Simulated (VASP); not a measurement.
Given:

```
CELL_PARAMETERS angstrom
      0.00000     1.97945     1.97945
      1.97945     0.00000     1.97945
      1.97945     1.97945     0.00000
ATOMIC_POSITIONS crystal
  Pd 0.00000 0.00000 0.00000
```

Calculation: vdW-DF-cx, VASP's PBE PAW potentials (set 64) (plane waves; VASP 6.6.1). Numerical set-up: 520 eV cut-off, 16×16×16 Γ-centred mesh, first-order Methfessel-Paxton smearing of 0.10 eV, potentials Pd.

Q: Give the stress tensor in GPa (positive for a compressed cell).

A: 
```
-10.05    0.00    0.00
  0.00  -10.05    0.00
  0.00    0.00  -10.05
```
The pressure is its mean diagonal, -10.05 GPa.

The compound is Pd in the fcc structure. This cell is one point of a volume scan, at 1.06 of the reference volume.
